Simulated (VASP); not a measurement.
# Si (Fd-3m) in VASP: single point with HSE06

Aim: the single point of Si with HSE06.

Program: VASP 6.6.1. These are calculated values, not measurements. Logs are shortened: lines on timing, memory, paths and dates and some standing lists are left out, and cuts for length are marked.

## (1) Starting point

The structure is cubic, space group Fd-3m (No. 227). Conventional cell: a = 5.435 Å, b = 5.435 Å, c = 5.435 Å, α = 90.00°, β = 90.00°, γ = 90.00°. Si (site symmetry -43m) is surrounded by 4 Si at 2.35 Å.

## (2) Single point, HSE06

POSCAR

```
Si
1.0
    0.0000000000      2.7176300000      2.7176300000
    2.7176300000      0.0000000000      2.7176300000
    2.7176300000      2.7176300000      0.0000000000
Si
2
Direct
    0.5000000000      0.5000000000      0.5000000000
    0.7500000000      0.7500000000      0.7500000000
```

INCAR.step1

```
PREC = Accurate
ENCUT = 520
EDIFF = 1E-5
ISMEAR = 0
SIGMA = 0.02
LREAL = F
LASPH = T
NELM = 80
ALGO = Normal
ISIF = 2
LWAVE = T
LCHARG = F
NBANDS = 11
GGA = PE
```

INCAR.step2

```
PREC = Accurate
ENCUT = 520
EDIFF = 1E-6
ISMEAR = 0
SIGMA = 0.02
LREAL = F
LASPH = T
NELM = 80
ALGO = Normal
ISIF = 2
LWAVE = F
LCHARG = F
GGA = PE
LHFCALC = T
HFSCREEN = 0.2
PRECFOCK = Fast
NBANDS = 11
ISTART = 1
```

KPOINTS

```
regular mesh
0
Gamma
  6 6 6
```

Potentials or basis: VASP PAW PBE potentials, release 64 (Si).

The run is started by

```console
> cat potpaw_PBE.64/Si/POTCAR > POTCAR
> cp INCAR.step1 INCAR
> mpirun -np 1 vasp_std > vasp.out
> cp INCAR.step2 INCAR
> mpirun -np 1 vasp_std > vasp.out
```

OUTCAR:

```text
PREC = Accurate
   ENCUT = 520
   EDIFF = 1E-6
   ISMEAR = 0
   LREAL = F
   LASPH = T
   NELM = 80
   ISIF = 2
   GGA = PE
   LHFCALC = T
   HFSCREEN = 0.2
   PRECFOCK = Fast
   ISTART = 1

 ion  position               nearest neighbor table
   1  0.500  0.500  0.500-   2 2.35   2 2.35   2 2.35   2 2.35
   2  0.750  0.750  0.750-   1 2.35   1 2.35   1 2.35   1 2.35

  LATTYP: Found a face centered cubic cell.
 ALAT       =     5.4352600000

  Lattice vectors:

 A1 = (   0.0000000000,   2.7176300000,   2.7176300000)
 A2 = (   2.7176300000,   0.0000000000,   2.7176300000)
 A3 = (   2.7176300000,   2.7176300000,   0.0000000000)

Analysis of symmetry for initial positions (statically):
=====================================================================
 Subroutine PRICEL returns:
 Original cell was already a primitive cell.

 Routine SETGRP: Setting up the symmetry group for a
 face centered cubic supercell.

 Subroutine GETGRP returns: Found 48 space group operations
 (whereof 24 operations were pure point group operations)
 out of a pool of 48 trial point group operations.

The static configuration has the point symmetry T_d .
 The point group associated with its full space group is O_h .

Analysis of symmetry for dynamics (positions and initial velocities):
=====================================================================
 Subroutine PRICEL returns:
 Original cell was already a primitive cell.

 Routine SETGRP: Setting up the symmetry group for a
 face centered cubic supercell.

 Subroutine GETGRP returns: Found 48 space group operations
 (whereof 24 operations were pure point group operations)
 out of a pool of 48 trial point group operations.

The dynamic configuration has the point symmetry T_d .
 The point group associated with its full space group is O_h .

 Subroutine INISYM returns: Found 48 space group operations
 (whereof 24 operations are pure point group operations),
 and found     1 'primitive' translations

----------------------------------------------------------------------------------------

                                     Primitive cell

  volume of cell :      40.1422

  direct lattice vectors                    reciprocal lattice vectors
     0.000000000  2.717630000  2.717630000    -0.183983839  0.183983839  0.183983839
     2.717630000  0.000000000  2.717630000     0.183983839 -0.183983839  0.183983839
     2.717630000  2.717630000  0.000000000     0.183983839  0.183983839 -0.183983839

  length of vectors
[... 92 lines left out ...]
     AMIX     =   0.40;   BMIX     =  1.00
     AMIX_MAG =   1.60;   BMIX_MAG =  1.00
  volume/ion in A,a.u.               =      20.07       135.45
  Fermi-wavevector in a.u.,A,eV,Ry     =   0.956249  1.807049 12.441342  0.914413
  Thomas-Fermi vector in A             =   2.085160
   LORBIT       =      0    0 simple, 1 ext, 2 COOP (PROOUT), +10 PAW based schemes
   GGA     = PE    functional components
   LHFCALC =     T    Hartree Fock is set to
   PRECFOCK=fast      Normal, Fast or Accurate (Low or Medium for compatibility)
   ENCUT4O =  -1.0   cutoff for four orbital integrals eV
   NKREDX  =     1    reduce k-point grid by
   NKREDY  =     1    reduce k-point grid by
   NKREDZ  =     1    reduce k-point grid by
   AEXX    =    0.2500 exact exchange contribution
   HFSCREEN=    0.2000 screening length (either q_TF or 0.3 A-1)
   HFSCREENC=   0.2000 screening length for correlation (either q_TF or 0.3 A-1)
   ENCUTFOCK=  -1.0 apply spherical cutoff to Coloumb kernel
   IVDW    =     0    specifies the selected vdW correction
   LEPSILON=     F    determine dielectric tensor
   LRPA    =     F    only Hartree local field effects (RPA)
 non-spin polarized calculation
 Gauss-broadening in eV      SIGMA  =   0.02
  energy-cutoff  :      520.00
  volume of cell :       40.14
 maximum number of plane-waves:      1106
 NGX is ok and might be reduce to    30
  NGX = 16; NGY = 16; NGZ = 16

 number of electron       8.0000000 magnetization

 Free energy of the ion-electron system (eV)
  ---------------------------------------------------
  ext. energy  EPLUGINS =         0.00000000
  ---------------------------------------------------
  free energy    TOTEN  =       -12.56770781 eV

  energy without entropy =      -12.56770781  energy(sigma->0) =      -12.56770781

 E-fermi :   5.5506     XC(G=0):  -7.8273

 val. band max:        5.4411031159   @ k =   0.0000   0.0000   0.0000
 cond. band min:       6.7542792639   @ k =   0.5000   0.5000   0.0000
 fundamental gap:      1.3131761480
 Fermi energy:         5.5505512047

 k-point     1 :       0.0000    0.0000    0.0000
  band No.  band energies     occupation
      1      -7.8368      2.00000
      2       5.4411      2.00000
      3       5.4411      2.00000
      4       5.4411      2.00000
      5       8.7835      0.00000
      6       8.7835      0.00000
      7       8.7835      0.00000
      8       9.7537      0.00000
      9      14.2455      0.00000
     10      14.2455      0.00000
     11      14.2466      0.00000
[... 197 lines left out ...]
 k-point    16 :      -0.3333    0.5000    0.1667
  band No.  band energies     occupation
      1      -3.0910      2.00000
      2      -3.0910      2.00000
      3       1.4807      2.00000
      4       1.4807      2.00000
      5       8.9200      0.00000
      6       8.9200      0.00000
      7      13.2713      0.00000
      8      13.2713      0.00000
      9      17.3440      0.00000
     10      17.3440      0.00000
     11      19.7685      0.00000

------------------------ aborting loop because EDIFF is reached ----------------------------------------

  FORCE on cell =-STRESS in cart. coord.  units (eV):
  Direction    XX          YY          ZZ          XY          YZ          ZX
  --------------------------------------------------------------------------------------
  -------------------------------------------------------------------------------------
  Total       -0.0136581     -0.0136581     -0.0136581      0.0000000      0.0000000     -0.0000000
  in kB       -0.5451293     -0.5451293     -0.5451293      0.0000000      0.0000000     -0.0000000
  external PRESSURE =      -0.5451293 kB  Pullay stress =       0.0000000 kB

 VOLUME and BASIS-vectors are now :
 -----------------------------------------------------------------------------
  energy-cutoff  :      520.00
  volume of cell :       40.14
      direct lattice vectors                 reciprocal lattice vectors
     0.000000000  2.717630000  2.717630000    -0.183983839  0.183983839  0.183983839
     2.717630000  0.000000000  2.717630000     0.183983839 -0.183983839  0.183983839
     2.717630000  2.717630000  0.000000000     0.183983839  0.183983839 -0.183983839

 POSITION                                       TOTAL-FORCE (eV/Angst)
 -----------------------------------------------------------------------------------
      2.71763      2.71763      2.71763        -0.000000      0.000000      0.000000
      4.07645      4.07645      4.07645         0.000000     -0.000000     -0.000000
 -----------------------------------------------------------------------------------
    total drift:                                0.000000      0.000000      0.000000

  FREE ENERGIE OF THE ION-ELECTRON SYSTEM (eV)
  ---------------------------------------------------
  free  energy   TOTEN  =       -12.5677078069 eV

  energy  without entropy=      -12.5677078069  energy(sigma->0) =      -12.56770781
```

OUTCAR.step1:

```text
PREC = Accurate
   ENCUT = 520
   EDIFF = 1E-5
   ISMEAR = 0
   LREAL = F
   LASPH = T
[... 437 lines left out ...]
 -----------------------------------------------------------------------------------
      2.71763      2.71763      2.71763         0.000000      0.000000      0.000000
      4.07645      4.07645      4.07645        -0.000000     -0.000000     -0.000000
 -----------------------------------------------------------------------------------
    total drift:                                0.000000     -0.000000     -0.000000

  FREE ENERGIE OF THE ION-ELECTRON SYSTEM (eV)
  ---------------------------------------------------
  free  energy   TOTEN  =       -10.8221187610 eV

  energy  without entropy=      -10.8221187610  energy(sigma->0) =      -10.82211876
```

OSZICAR.step1:

```text
N       E                     dE             d eps       ncg     rms          rms(c)
DAV:   1     0.977239959198E+01    0.97724E+01   -0.33482E+03   352   0.589E+02
DAV:   2    -0.103036876102E+02   -0.20076E+02   -0.19431E+02   499   0.875E+01
DAV:   3    -0.109985032701E+02   -0.69482E+00   -0.69262E+00   454   0.135E+01
DAV:   4    -0.110047168332E+02   -0.62136E-02   -0.62128E-02   411   0.161E+00
DAV:   5    -0.110047777503E+02   -0.60917E-04   -0.60916E-04   453   0.154E-01    0.488E+00
DAV:   6    -0.108783592214E+02    0.12642E+00   -0.71173E-02   391   0.110E+00    0.298E+00
DAV:   7    -0.108205315125E+02    0.57828E-01   -0.13787E-01   397   0.165E+00    0.183E-01
DAV:   8    -0.108218750194E+02   -0.13435E-02   -0.61049E-03   397   0.422E-01    0.816E-02
DAV:   9    -0.108220917666E+02   -0.21675E-03   -0.20492E-04   436   0.874E-02    0.595E-02
DAV:  10    -0.108221180702E+02   -0.26304E-04   -0.22506E-05   411   0.274E-02    0.550E-03
DAV:  11    -0.108221187610E+02   -0.69085E-06   -0.21107E-06   276   0.771E-03
   1 F= -.10822119E+02 E0= -.10822119E+02  d E =-.147441E-30
```

Run time: 2.2 min. Hardware: 1 thread of AMD EPYC 9R45 (Zen 5), shared host; peak memory 0.23 GiB.

What came out:

| Property | Result |
| --- | --- |
| Free energy | -12.5677 eV |
| Pressure | -0.1 GPa |
| Band gap on the k mesh | 1.31 eV, indirect (least direct gap 3.34 eV) |

Caveat: the PAW data sets were made with another functional, which shifts forces and pressure a little.
